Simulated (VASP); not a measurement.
```xyz
2
Lattice="0.0000 2.7050 2.7050 2.7050 0.0000 2.7050 2.7050 2.7050 0.0000" Properties=species:S:1:pos:R:3 pbc="T T T"
Zn     0.0000     0.0000     0.0000
S      1.3525     1.3525     1.3525
```

The base run (VASP): PBE GGA, plane waves, VASP's PBE PAW potentials (set 64). Run with 400 eV cut-off, 8×8×8 Γ-centred mesh, Gaussian smearing of 0.050 eV, potentials Zn S.

One setting is varied; ΔE counts from the most expensive setting. The base run took about 6 core-seconds. Times come from single runs on busy shared machines, so they are rough: good to a factor of about 2.

Pressures at a finite cut-off, here 400 eV, hold a Pulay part, which wasn't tested here.

```csv
setting,cost over the base run,electronic steps,ΔE (meV/atom),pressure (GPa)
"KGAMMA = .TRUE., KSPACING = 0.8, KPOINTS file removed",about 1/3,13,108.7,2.53
"KGAMMA = .TRUE., KSPACING = 0.6, KPOINTS file removed",about 1/2,13,23.3,1.56
"KGAMMA = .FALSE., KSPACING = 0.5, KPOINTS file removed",within a factor of 2,13,5.6,1.33
"KGAMMA = .TRUE., KSPACING = 0.35, KPOINTS file removed",within a factor of 2,13,1.5,1.28
"KGAMMA = .FALSE., KSPACING = 0.3, KPOINTS file removed",within a factor of 2,13,0.3,1.26
base run,reference,13,0.0,1.26
```

Left out are runs that failed, have no time on record or changed the cell.

The compound is ZnS in the zinc blende structure. The cell was not relaxed at this level.
